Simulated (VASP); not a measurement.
# ScIr2: Sc into a neighbouring Sc vacancy, part 3 of 4

How hard is this move in ScIr2: Sc into a neighbouring Sc vacancy? Both ends are relaxed first, then a band of images between them. The start is a cell from a database of measured crystal structures.

VASP 6.6.1; PBEsol; plane waves and PAW (Ir, Sc_sv).

So far. Step 2 (Relax the host): The run ended after 3 ionic steps, 0.005 eV below its first step, once forces and stress met EDIFFG = -0.02. Step 3 (Relax the start): The run ended after 22 ionic steps, 0.465 eV below its first step, once the forces on the free atoms met EDIFFG = -0.05.

## 4. Relax the end

The end state is relaxed in the same way, so that both ends share their errors.

INCAR reads:

```
SYSTEM = Sc7Ir16
PREC = Normal
ENCUT = 280
EDIFF = 1E-05
NELM = 120
ISMEAR = 1
SIGMA = 0.15
LREAL = Auto
ALGO = Fast
GGA = PS
NBANDS = 137
LORBIT = 11
LWAVE = .FALSE.
LCHARG = .FALSE.
KPAR = 3
IBRION = 2
NSW = 60
ISIF = 2
EDIFFG = -0.05
POTIM = 0.4
MAXMIX = 40
ISYM = 0
```

POSCAR reads:

```
Sc7Ir16
1.0
    7.3278034656      0.0000000000      0.0000000000
    0.0000000000      7.3278034656      0.0000000000
    0.0000000000      0.0000000000      7.3278034656
Ir Sc
16 7
Direct
    0.3756943093      0.1283424667      0.3741879508
    0.8727870188      0.6270531223      0.3756917394
    0.8774451613      0.1240577921      0.8709556277
    0.3746997442      0.6237831875      0.8771161152
    0.3755284881      0.3705488729      0.1217380045
    0.8774121527      0.8768553036      0.1232525640
    0.8749971375      0.3762161176      0.6262784304
    0.3773915549      0.8757000341      0.6247411821
    0.1242935180      0.3778814714      0.3688566740
    0.6246215637      0.8750900682      0.3711097511
    0.6259083585      0.3732224386      0.8773538972
    0.1246572177      0.8768263406      0.8783266274
    0.1260451415      0.1226098673      0.1208669235
    0.6297855653      0.6246962468      0.1231206785
    0.6253937253      0.1244775752      0.6273257782
    0.1250926012      0.6250375272      0.6230496755
    0.2512816067      0.2471782357      0.7518174326
    0.2541593297      0.7458386274      0.2432688445
    0.7516836662      0.2569540561      0.2472681449
    0.7465864375      0.7516074911      0.7477053926
   -0.0013811110     -0.0009501277      0.5014520097
   -0.0011062042      0.5007584342     -0.0004818177
    0.4976946131     -0.0008729117     -0.0025939551
```

KPOINTS reads:

```
Automatic mesh
0
Monkhorst-Pack
3 3 3
0 0 0
```

PAW data sets: Ir and Sc_sv (PBE family, release 64).

Run with:

```bash
$ mpirun -np 3 vasp_std
```

The log of the run:

```text
[... set-up lines as in an earlier step ...]
 entering main loop
       N       E                     dE             d eps       ncg     rms          rms(c)
DAV:   1     0.237373762396E+04    0.23737E+04   -0.67717E+04  4172   0.105E+03
DAV:   2     0.470952866271E+02   -0.23266E+04   -0.22648E+04  3836   0.490E+02
DAV:   3    -0.204230136837E+03   -0.25133E+03   -0.23140E+03  6591   0.145E+02
DAV:   4    -0.231236586576E+03   -0.27006E+02   -0.25045E+02  6296   0.615E+01
DAV:   5    -0.232459199266E+03   -0.12226E+01   -0.11859E+01  6288   0.121E+01    0.562E+01
RMM:   6    -0.218538680765E+03    0.13921E+02   -0.17396E+01  3842   0.215E+01    0.245E+01
RMM:   7    -0.219305857339E+03   -0.76718E+00   -0.35298E+01  4380   0.204E+01    0.158E+01
RMM:   8    -0.216437338820E+03    0.28685E+01   -0.95913E+00  4932   0.115E+01    0.388E+00
RMM:   9    -0.216396529521E+03    0.40809E-01   -0.20004E+00  5145   0.425E+00    0.296E+00
RMM:  10    -0.216335943370E+03    0.60586E-01   -0.49833E-01  5228   0.218E+00    0.234E+00
RMM:  11    -0.216293126402E+03    0.42817E-01   -0.20458E-01  3998   0.239E+00    0.144E+00
RMM:  12    -0.216280948315E+03    0.12178E-01   -0.98191E-02  4732   0.117E+00    0.561E-01
RMM:  13    -0.216283287632E+03   -0.23393E-02   -0.52949E-02  5576   0.448E-01    0.404E-01
RMM:  14    -0.216283640303E+03   -0.35267E-03   -0.10588E-02  5486   0.247E-01    0.207E-01
RMM:  15    -0.216283748921E+03   -0.10862E-03   -0.38634E-03  5143   0.137E-01    0.119E-01
RMM:  16    -0.216283771400E+03   -0.22479E-04   -0.14254E-03  5060   0.103E-01    0.357E-02
RMM:  17    -0.216283833449E+03   -0.62050E-04   -0.69719E-04  5007   0.496E-02    0.254E-02
RMM:  18    -0.216283842531E+03   -0.90813E-05   -0.14807E-04  3501   0.310E-02    0.167E-02
RMM:  19    -0.216283849728E+03   -0.71969E-05   -0.79000E-05  2819   0.225E-02
   1 F= -.21628385E+03 E0= -.21628525E+03  d E =-.216284E+03
 curvature:   0.00 expect dE= 0.000E+00 dE for cont linesearch  0.000E+00
 trial: gam= 0.00000 g(F)=  0.208E+00 g(S)=  0.000E+00 ort = 0.000E+00 (trialstep = 0.100E+01)
 search vector abs. value=  0.208E+00
 bond charge predicted
       N       E                     dE             d eps       ncg     rms          rms(c)
DAV:   1    -0.216236927073E+03    0.46915E-01   -0.35804E+01  4418   0.296E+01    0.113E+00
RMM:   2    -0.216352662930E+03   -0.11574E+00   -0.12901E+00  4148   0.626E+00    0.102E+00
RMM:   3    -0.216394585531E+03   -0.41923E-01   -0.41528E-01  5690   0.238E+00    0.824E-01
RMM:   4    -0.216401287807E+03   -0.67023E-02   -0.82888E-02  5467   0.782E-01    0.611E-01
RMM:   5    -0.216400200304E+03    0.10875E-02   -0.11154E-02  5211   0.362E-01    0.605E-01
RMM:   6    -0.216399628311E+03    0.57199E-03   -0.14691E-02  4945   0.381E-01    0.339E-01
RMM:   7    -0.216401161265E+03   -0.15330E-02   -0.80696E-03  5077   0.231E-01    0.234E-01
RMM:   8    -0.216400169454E+03    0.99181E-03   -0.16653E-03  4255   0.148E-01    0.170E-01
RMM:   9    -0.216399201693E+03    0.96776E-03   -0.36328E-03  4348   0.165E-01    0.620E-02
RMM:  10    -0.216399228098E+03   -0.26405E-04   -0.94405E-04  5076   0.902E-02    0.374E-02
RMM:  11    -0.216399241999E+03   -0.13900E-04   -0.14751E-04  4315   0.426E-02    0.263E-02
RMM:  12    -0.216399249082E+03   -0.70838E-05   -0.32449E-05  2650   0.206E-02
   2 F= -.21639925E+03 E0= -.21640243E+03  d E =-.115399E+00
[... from here on, the cycles between the ionic steps are left out ...]
   3 F= -.21640064E+03 E0= -.21640399E+03  d E =-.116786E+00
   4 F= -.21650361E+03 E0= -.21650725E+03  d E =-.102972E+00
   5 F= -.21654987E+03 E0= -.21655370E+03  d E =-.149239E+00
   6 F= -.21662574E+03 E0= -.21663079E+03  d E =-.758639E-01
   7 F= -.21662990E+03 E0= -.21663516E+03  d E =-.800225E-01
   8 F= -.21666588E+03 E0= -.21667051E+03  d E =-.359793E-01
   9 F= -.21666999E+03 E0= -.21667408E+03  d E =-.400941E-01
  10 F= -.21668455E+03 E0= -.21668806E+03  d E =-.145642E-01
  11 F= -.21668583E+03 E0= -.21668911E+03  d E =-.158364E-01
  12 F= -.21668949E+03 E0= -.21669273E+03  d E =-.366389E-02
  13 F= -.21668986E+03 E0= -.21669311E+03  d E =-.403187E-02
  14 F= -.21668985E+03 E0= -.21669310E+03  d E =-.402529E-02
  15 F= -.21669092E+03 E0= -.21669411E+03  d E =-.106645E-02
  16 F= -.21669100E+03 E0= -.21669417E+03  d E =-.114343E-02
  17 F= -.21669137E+03 E0= -.21669445E+03  d E =-.375094E-03
 trial-energy change:   -0.000375  1 .order   -0.000270   -0.001078    0.000539
 step:   0.9602(harm=  0.8632)  dis= 0.00192  next Energy=  -216.691439 (dE=-0.443E-03)
 bond charge predicted
       N       E                     dE             d eps       ncg     rms          rms(c)
DAV:   1    -0.216691359116E+03    0.38467E-05   -0.21026E-02  4512   0.654E-01    0.201E-02
RMM:   2    -0.216691403012E+03   -0.43896E-04   -0.51760E-04  3862   0.136E-01    0.939E-03
RMM:   3    -0.216691424867E+03   -0.21855E-04   -0.20803E-04  4493   0.580E-02    0.939E-03
RMM:   4    -0.216691427138E+03   -0.22712E-05   -0.29820E-05  2607   0.318E-02
  18 F= -.21669143E+03 E0= -.21669453E+03  d E =-.431264E-03
 curvature:  -0.56 expect dE=-0.130E-03 dE for cont linesearch -0.813E-05
 trial: gam= 0.26440 g(F)=  0.230E-03 g(S)=  0.000E+00 ort = 0.129E-03 (trialstep = 0.123E+01)
 search vector abs. value=  0.378E-03
 reached required accuracy - stopping structural energy minimisation
```

The job ended after 7.5 min (3 MPI ranks of Intel Xeon 6975P-C (Granite Rapids), shared host; peak memory 0.96 GiB; 22 min of CPU time).

OUTCAR, selected parts (step 4):

```text
 Found     14 irreducible k-points:

   NELECT =     221.0000    total number of electrons

 E-fermi :   7.0577

 k-point     1 :       0.0000    0.0000    0.0000
  band No.  band energies     occupation
    ...
    113       7.0361      1.24071
    114       7.0370      1.23073
    115       7.0394      1.20492
    116       7.0732      0.82628
    117       7.0742      0.81489
    118       7.5719     -0.00001
    119       7.5753     -0.00001
    120       7.9740     -0.00000
    121       7.9760     -0.00000
    122       7.9779     -0.00000
    ...

 k-point     2 :       0.3333    0.0000    0.0000
  band No.  band energies     occupation
    ...
    107       6.8518      2.06543
    108       6.8752      2.07089
    109       6.9908      1.67796
    110       7.0931      0.61225
    111       7.0968      0.57496
    112       7.1707      0.04581
    113       7.2128     -0.05656
    114       7.2755     -0.05944
    115       7.3199     -0.03305
    116       7.3227     -0.03150
    ...

  Total       -4.1668673     -4.1758543     -4.1575311     -0.0088384      0.0210035     -0.0154447
  in kB      -16.9667558    -17.0033496    -16.9287405     -0.0359885      0.0855225     -0.0628879
  external PRESSURE =     -16.9662820 kB  Pullay stress =       0.0000000 kB

 POSITION                                       TOTAL-FORCE (eV/Angst)
 -----------------------------------------------------------------------------------
      2.71643      0.90336      2.74107         0.006012      0.007725     -0.023243
      6.43062      4.61694      2.73464        -0.005017      0.003832     -0.017778
      6.43322      0.90773      6.40666        -0.017448      0.018069     -0.017420
      2.73491      4.59307      6.43061         0.003314     -0.003422      0.000659
      2.74094      2.72299      0.88466        -0.002605     -0.014200      0.013616
      6.42074      6.42415      0.89975        -0.006161      0.007442      0.013480
      6.44206      2.72917      4.58483         0.000137     -0.001851      0.016403
      2.73621      6.43532      4.59808        -0.004422     -0.010041     -0.004025
      0.88273      2.74373      2.70186         0.008982     -0.014339      0.005484
      4.58256      6.44240      2.70719         0.009391     -0.004158     -0.003792
      4.60685      2.72293      6.42584         0.001457      0.006743     -0.008724
      0.91232      6.41024      6.41607        -0.011310     -0.005062      0.001899
      0.91923      0.90534      0.89533         0.001518     -0.007234      0.015551
      4.60879      4.59427      0.88048         0.019170      0.009749      0.000801
      4.60835      0.88798      4.58655         0.009411      0.001011      0.008087
      0.90174      4.59619      4.58844         0.009599     -0.006092     -0.002357
      1.98171      1.98226      5.33969         0.002559      0.005457     -0.001859
      1.98315      5.35032      1.96970         0.006268     -0.009008     -0.009407
      5.35060      1.98012      1.97331        -0.007956      0.015285      0.007165
      5.35123      5.34851      5.33781        -0.014066     -0.002178      0.006881
      0.00486      7.32608      3.65346        -0.000733      0.008216      0.009132
      0.00159      3.66486      7.31965        -0.002326     -0.001416     -0.000065
      3.66929      0.00313      7.31970        -0.005773     -0.004529     -0.010489
 -----------------------------------------------------------------------------------
    total drift:                                0.004319     -0.002255     -0.005803

  FREE ENERGIE OF THE ION-ELECTRON SYSTEM (eV)
  ---------------------------------------------------
  free  energy   TOTEN  =      -216.6914271385 eV

  energy  without entropy=     -216.7007297679  energy(sigma->0) =     -216.69452801

 total charge
# of ion       s       p       d       tot
------------------------------------------
    1        0.755   0.657   7.049   8.461
    2        0.756   0.658   7.049   8.462
    3        0.749   0.678   7.041   8.468
    4        0.756   0.658   7.049   8.463
    5        0.756   0.658   7.049   8.462
    6        0.749   0.677   7.042   8.467
    7        0.756   0.657   7.049   8.462
    8        0.756   0.658   7.049   8.463
    9        0.756   0.658   7.049   8.462
   10        0.756   0.657   7.049   8.462
   11        0.755   0.657   7.049   8.461
   12        0.749   0.679   7.042   8.470
   13        0.749   0.678   7.042   8.468
   14        0.756   0.658   7.049   8.462
   15        0.756   0.658   7.049   8.462
   16        0.756   0.657   7.049   8.462
   17        2.201   6.150   0.980   9.331
   18        2.201   6.150   0.979   9.330
   19        2.201   6.150   0.979   9.330
   20        2.201   6.150   0.979   9.330
   21        2.202   6.155   0.987   9.343
   22        2.202   6.155   0.987   9.344
   23        2.202   6.155   0.987   9.344
--------------------------------------------------
tot         27.471  53.668 119.632 200.770

[... 6 parts as in an earlier step ...]

[... 6 further parts left out ...]
```

CONTCAR:

```
Sc7Ir16
   1.00000000000000
     7.3278034655999997    0.0000000000000000    0.0000000000000000
     0.0000000000000000    7.3278034655999997    0.0000000000000000
     0.0000000000000000    0.0000000000000000    7.3278034655999997
  Ir              Sc
    16     7
Direct
     0.3707013134317956    0.1232784123500682    0.3740636795526776
     0.8775640898692445    0.6300577807496057    0.3731862960810036
     0.8779193348865444    0.1238742238284902    0.8742942548992237
     0.3732233648816019    0.6267997750335033    0.8775625616083427
     0.3740469172701439    0.3715968179515738    0.1207259463279774
     0.8762163183297434    0.8766821859639854    0.1227862263164836
     0.8791258250484218    0.3724406871079802    0.6256757025957798
     0.3734010114313898    0.8782062203593447    0.6274844986499336
     0.1204637702171783    0.3744276671885166    0.3687139805821523
     0.6253655653128027    0.8791715195864520    0.3694413582107096
     0.6286807858720316    0.3715890812558877    0.8769122684864787
     0.1245017787227563    0.8747837843759527    0.8755790087357008
     0.1254439377474517    0.1235488891861146    0.1221823587950214
     0.6289454861811107    0.6269639576603886    0.1201558414729597
     0.6288849379565509    0.1211792067777650    0.6259100402221627
     0.1230577698305326    0.6272266029615206    0.6261688256008752
     0.2704373207019251    0.2705115573534054    0.7286883865311780
     0.2706342788489334    0.7301391434721345    0.2687980265529810
     0.7301777024794663    0.2702206043227959    0.2692903213217969
     0.7302642553515855    0.7298922097770085    0.7284323863991543
     0.0006634771342918    0.9997642733071984    0.4985744164507327
     0.0002172445875766    0.5001306373480092    0.9988873260680060
     0.5007351099069369    0.0004269992822988    0.9988939595386822
```

Relaxation path:

| step | energy less that of the first step (eV) | largest force (eV/Å) |
| --- | --- | --- |
| 1 | 0.0000 | 1.0671 |
| 2 | -0.1154 | 0.6544 |
| 3 | -0.1168 | 0.8510 |
| 4 | -0.2198 | 0.5009 |
| 5 | -0.2660 | 0.7910 |
| 6 | -0.3419 | 0.3678 |
| 7 | -0.3460 | 0.4072 |
| 8 | -0.3820 | 0.1726 |
| 9 | -0.3861 | 0.3899 |
| 10 | -0.4007 | 0.1483 |
| 11 | -0.4020 | 0.2289 |
| 12 | -0.4056 | 0.1632 |
| 13 | -0.4060 | 0.0683 |
| 14 | -0.4060 | 0.0923 |
| 15 | -0.4071 | 0.0513 |
| 16 | -0.4071 | 0.0616 |
| 17 | -0.4075 | 0.0510 |
| 18 | -0.4076 | 0.0306 |

The atoms that moved most (Å):

| atom | dx | dy | dz | length |
| --- | --- | --- | --- | --- |
| Sc17 | 0.140 | 0.171 | -0.169 | 0.279 |
| Sc18 | 0.121 | -0.115 | 0.187 | 0.251 |
| Sc19 | -0.158 | 0.097 | 0.161 | 0.246 |
| Sc20 | -0.120 | -0.159 | -0.141 | 0.244 |
| Ir1 | -0.037 | -0.037 | -0.001 | 0.052 |
| Ir2 | 0.035 | 0.022 | -0.018 | 0.045 |
| Ir7 | 0.030 | -0.028 | -0.004 | 0.041 |
| Ir8 | -0.029 | 0.018 | 0.020 | 0.040 |

The relaxed structure:

```
Ir Sc
1.0
     7.32780    0.00000    0.00000
     0.00000    7.32780    0.00000
     0.00000    0.00000    7.32780
Ir Sc
16 7
Direct
  0.37070 0.12328 0.37406
  0.87756 0.63006 0.37319
  0.87792 0.12387 0.87429
  0.37322 0.62680 0.87756
  0.37405 0.37160 0.12073
  0.87622 0.87668 0.12279
  0.87913 0.37244 0.62568
  0.37340 0.87821 0.62748
  0.12046 0.37443 0.36871
  0.62537 0.87917 0.36944
  0.62868 0.37159 0.87691
  0.12450 0.87478 0.87558
  0.12544 0.12355 0.12218
  0.62895 0.62696 0.12016
  0.62888 0.12118 0.62591
  0.12306 0.62723 0.62617
  0.27044 0.27051 0.72869
  0.27063 0.73014 0.26880
  0.73018 0.27022 0.26929
  0.73026 0.72989 0.72843
  0.00066 0.99976 0.49857
  0.00022 0.50013 0.99889
  0.50074 0.00043 0.99889
```

Numbers from this step:

* electronic cycles: 155
* free energy (TOTEN): -216.6914 eV
* energy at zero smearing: -216.6945 eV
* Fermi energy: 7.058 eV

The run ended after 18 ionic steps, 0.408 eV below its first step, once the forces on the free atoms met EDIFFG = -0.05.

(Continued in part 4 of 4.)

[Lines on the potential files, build, host, timing and source positions are cut from VASP's logs without a mark.]

[Logs are printed without paths, hosts, clocks, repeated set-up lines and the standing remarks that a program may print on its own settings, such as how far it seeks lower states.]

[Hosts, paths, dates, database ids (printed as entryN), source tags and the programs' standing remarks are cut or masked in the printed files.]

[Runs that stopped without an error message from VASP are left out.]
